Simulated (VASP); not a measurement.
Level of theory: PBE GGA, VASP's PBE PAW potentials (set 64) (plane waves; VASP).

VASP ran on this input.

INCAR:
```
SYSTEM = DyAs
PREC = Accurate
ENCUT = 300
EDIFF = 1E-6
NELM = 100
ALGO = Normal
LREAL = .FALSE.
LASPH = .TRUE.
ISMEAR = 0
SIGMA = 0.1
GGA = PE
LMAXMIX = 6
LWAVE = .FALSE.
LCHARG = .FALSE.
ISIF = 2
ISPIN = 2
MAGMOM = 5.0 0.0
LORBIT = 11
```

POSCAR:
```
DyAs
1
    2.0121280000     1.1617030000     3.4437470000
   -2.0121280000     1.1617030000     3.4437470000
    0.0000000000    -2.3234060000     3.4437470000
Dy As
1 1
Direct
  0.7624000000   0.7624000000   0.7624000000
  0.2376000000   0.2376000000   0.2376000000
```

File KPOINTS:
```
Automatic mesh
0
Gamma
6 6 6
0 0 0
```

POTCAR, in this order: Dy As (PBE.64 set). Program: vasp_std.

What VASP printed:

OUTCAR:
```
 ion  position               nearest neighbor table
   1  0.762  0.762  0.762-   2 2.75   2 2.75   2 2.75   2 3.05   2 3.05   2 3.05
   2  0.238  0.238  0.238-   1 2.75   1 2.75   1 2.75   1 3.05   1 3.05   1 3.05
  LATTYP: Found a trigonal (rhomboedric) cell.
 ALAT       =     4.1542275273
 COS(alpha) =     0.5307969618
 Subroutine PRICEL returns:
 Original cell was already a primitive cell.
 Subroutine GETGRP returns: Found  6 space group operations
The static configuration has the point symmetry C_3v.
The dynamic configuration has the point symmetry C_3v.
The overall configuration has the point symmetry C_3v.
 Subroutine INISYM returns: Found  6 space group operations
 Subroutine IBZKPT returns following result:
 Found     32 irreducible k-points:

 Following reciprocal coordinates:
            Coordinates               Weight
  0.000000  0.000000  0.000000      1.000000
  0.166667  0.000000  0.000000      6.000000
  0.333333 -0.000000  0.000000      6.000000
  0.500000 -0.000000  0.000000      3.000000
  0.166667  0.166667  0.000000      6.000000
  0.333333  0.166667  0.000000     12.000000
  0.500000  0.166667  0.000000     12.000000
 -0.333333  0.166667  0.000000     12.000000
 -0.166667  0.166667  0.000000      6.000000
  0.333333  0.333333  0.000000      6.000000
  0.500000  0.333333 -0.000000     12.000000
 -0.333333  0.333333  0.000000      6.000000
  0.500000  0.500000  0.000000      3.000000
  0.166667  0.166667  0.166667      2.000000
  0.333333  0.166667  0.166667      6.000000
  0.500000  0.166667  0.166667      6.000000
 -0.333333  0.166667  0.166667      6.000000
 -0.166667  0.166667  0.166667      6.000000
  0.333333  0.333333  0.166667      6.000000
  0.500000  0.333333  0.166667     12.000000
 -0.333333  0.333333  0.166667     12.000000
 -0.166667  0.333333  0.166667     12.000000
  0.500000  0.500000  0.166667      6.000000
 -0.333333  0.500000  0.166667     12.000000
 -0.166667  0.500000  0.166667      6.000000
 -0.333333 -0.333333  0.166667      6.000000
  0.333333  0.333333  0.333333      2.000000
  0.500000  0.333333  0.333333      6.000000
 -0.333333  0.333333  0.333333      6.000000
  0.500000  0.500000  0.333333      6.000000
 -0.333333  0.500000  0.333333      6.000000
  0.500000  0.500000  0.500000      1.000000
   k-points           NKPTS =     32   k-points in BZ     NKDIM =     32   number of bands    NBANDS=     19
   number of dos      NEDOS =    301   number of ions     NIONS =      2
   total plane-waves  NPLWV =  13824
   dimension x,y,z NGX =    24 NGY =   24 NGZ =   24
   dimension x,y,z NGXF=    48 NGYF=   48 NGZF=   48
   ions per type =               1   1
   PREC   = accura    normal or accurate (medium, high low for compatibility)
   ISTART =      0    job   : 0-new  1-cont  2-samecut
   ICHARG =      2    charge: 1-file 2-atom 10-const
   ISPIN  =      2    spin polarized calculation?
   LNONCOLLINEAR =      F non collinear calculations
   LSORBIT =      F    spin-orbit coupling
   INIWAV =      1    electr: 0-lowe 1-rand  2-diag
   ENCUT  =  300.0 eV  22.05 Ry    4.70 a.u.   5.87  5.87  5.87*2*pi/ulx,y,z
   NELM   =    100;   NELMIN=  2; NELMDL= -5     # of ELM steps
   EDIFF  = 0.1E-05   stopping-criterion for ELM
   LREAL  =      F    real-space projection
   NLSPLINE    = F    spline interpolate recip. space projectors
   LMAXMIX     =    6 max onsite mixed and CHGCAR
   VOSKOWN=      0    Vosko Wilk Nusair interpolation
   EDIFFG = 0.1E-04   stopping-criterion for IOM
   NSW    =      0    number of steps for IOM
   NBLOCK =      1;   KBLOCK =      1    inner block; outer block
   IBRION =     -1    ionic relax: 0-MD 1-quasi-New 2-CG
   NFREE  =      0    steps in history (QN), initial steepest desc. (CG)
...
```

File OSZICAR:
```
       N       E                     dE             d eps       ncg     rms          rms(c)
DAV:   1     0.112185292235E+03    0.11219E+03   -0.76652E+03  2928   0.240E+03
DAV:   2     0.159618164786E+01   -0.11059E+03   -0.10346E+03  2743   0.250E+02
DAV:   3    -0.126975424701E+02   -0.14294E+02   -0.14110E+02  3210   0.828E+01
DAV:   4    -0.149615275162E+02   -0.22640E+01   -0.22402E+01  4419   0.255E+01
DAV:   5    -0.150035556699E+02   -0.42028E-01   -0.42004E-01  3632   0.450E+00    0.240E+01
DAV:   6    -0.320506219996E+02   -0.17047E+02   -0.45230E+01  3077   0.154E+02    0.139E+02
DAV:   7    -0.144680485135E+02    0.17583E+02   -0.49237E+01  2772   0.684E+01    0.514E+01
DAV:   8    -0.172960471712E+02   -0.28280E+01   -0.12843E+01  3269   0.604E+01    0.377E+01
DAV:   9    -0.191690911480E+02   -0.18730E+01   -0.27017E+00  3976   0.172E+01    0.350E+01
DAV:  10    -0.215801007994E+02   -0.24110E+01   -0.13537E+00  4383   0.166E+01    0.533E+01
DAV:  11    -0.161760792876E+02    0.54040E+01   -0.89198E+00  3306   0.436E+01    0.169E+01
DAV:  12    -0.151211885618E+02    0.10549E+01   -0.54980E+00  4059   0.335E+01    0.162E+01
DAV:  13    -0.151306069631E+02   -0.94184E-02   -0.81862E-01  4366   0.119E+01    0.178E+01
DAV:  14    -0.150578073972E+02    0.72800E-01   -0.29020E-01  4239   0.980E+00    0.164E+01
DAV:  15    -0.151119488626E+02   -0.54141E-01   -0.24989E-01  4031   0.550E+00    0.125E+01
DAV:  16    -0.151609511010E+02   -0.49002E-01   -0.16461E-01  3624   0.706E+00    0.115E+01
DAV:  17    -0.151432550408E+02    0.17696E-01   -0.17862E-01  2839   0.105E+01    0.114E+01
DAV:  18    -0.151779894930E+02   -0.34734E-01   -0.36188E-01  4495   0.621E+00    0.696E+00
DAV:  19    -0.151523939504E+02    0.25596E-01   -0.11515E-01  3070   0.840E+00    0.486E+00
DAV:  20    -0.151389308697E+02    0.13463E-01   -0.11409E-01  4268   0.447E+00    0.677E+00
DAV:  21    -0.151524948155E+02   -0.13564E-01   -0.40901E-02  3631   0.287E+00    0.346E+00
DAV:  22    -0.151524548723E+02    0.39943E-04   -0.14403E-02  3733   0.229E+00    0.170E+00
DAV:  23    -0.151533011638E+02   -0.84629E-03   -0.14878E-03  4388   0.779E-01    0.115E+00
DAV:  24    -0.151531824416E+02    0.11872E-03   -0.97960E-04  3854   0.759E-01    0.324E-01
DAV:  25    -0.151533515992E+02   -0.16916E-03   -0.52423E-04  3957   0.242E-01    0.233E-01
DAV:  26    -0.151534914095E+02   -0.13981E-03   -0.10468E-03  3932   0.577E-01    0.322E-01
DAV:  27    -0.151533385895E+02    0.15282E-03   -0.41439E-04  3734   0.366E-01    0.295E-01
DAV:  28    -0.151532870674E+02    0.51522E-04   -0.32888E-04  3655   0.381E-01    0.884E-02
DAV:  29    -0.151533834363E+02   -0.96369E-04   -0.10299E-04  3670   0.226E-01    0.548E-02
DAV:  30    -0.151533996232E+02   -0.16187E-04   -0.74914E-05  4186   0.159E-01    0.495E-02
DAV:  31    -0.151534054127E+02   -0.57896E-05   -0.20905E-05  4344   0.855E-02    0.607E-02
DAV:  32    -0.151534083705E+02   -0.29578E-05   -0.87123E-06  2741   0.492E-02    0.296E-02
DAV:  33    -0.151534103699E+02   -0.19993E-05   -0.13409E-05  3492   0.105E-01    0.315E-02
DAV:  34    -0.151534105361E+02   -0.16620E-06   -0.52701E-06  1971   0.537E-02
   1 F= -.15153411E+02 E0= -.15127724E+02  d E =-.513733E-01  mag=     4.8219
```

OUTCAR:
```
------------------------ aborting loop because EDIFF is reached ----------------------------------------
  FORCE on cell =-STRESS in cart. coord.  units (eV):
  Direction    XX          YY          ZZ          XY          YZ          ZX
  --------------------------------------------------------------------------------------
  Total        1.9646053      1.9646065      0.1211968      0.0000000     -0.0000000      0.0000000
  in kB       65.1707449     65.1707851      4.0203928      0.0000000     -0.0000000      0.0000000
  external PRESSURE =      44.7873076 kB  Pullay stress =       0.0000000 kB
  volume of cell :       48.30
      direct lattice vectors                 reciprocal lattice vectors
     2.012128000  1.161703000  3.443747000     0.248493138  0.143467536  0.096793793
    -2.012128000  1.161703000  3.443747000    -0.248493138  0.143467536  0.096793793
     0.000000000 -2.323406000  3.443747000     0.000000000 -0.286935071  0.096793793
 POSITION                                       TOTAL-FORCE (eV/Angst)
 -----------------------------------------------------------------------------------
      0.00000      0.00000      7.87654         0.000000      0.000000     -1.411805
      0.00000      0.00000      2.45470         0.000000     -0.000000      1.411805
 -----------------------------------------------------------------------------------
    total drift:                                0.000000      0.000007     -0.000212
  FREE ENERGIE OF THE ION-ELECTRON SYSTEM (eV)
  ---------------------------------------------------
  free  energy   TOTEN  =       -15.1534105361 eV

  energy  without entropy=      -15.1020372363  energy(sigma->0) =      -15.12772389

 total charge

# of ion       s       p       d       f       tot
--------------------------------------------------
    1        2.093   5.847   0.573   9.203  17.716
    2        1.216   1.662   0.015   0.000   2.893
--------------------------------------------------
tot          3.309   7.509   0.589   9.203  20.609

 magnetization (x)

# of ion       s       p       d       f       tot
--------------------------------------------------
    1        0.005  -0.052   0.053   4.700   4.706
    2       -0.003  -0.009   0.001   0.000  -0.011
--------------------------------------------------
tot          0.002  -0.061   0.054   4.700   4.695
```
(Selected blocks of OUTCAR.)

At this cut-off the stress carries a Pulay error, which pulls relaxed volumes low.

The structure was generated: DyAs was put into an ordered model structure, which need not be its known phase. The cell was not relaxed at this level, and its volume differs by -5.9 % from the start's. The k-mesh is coarse (spacing up to 0.32 per Å, 2π included), so the numbers may not be converged in it.
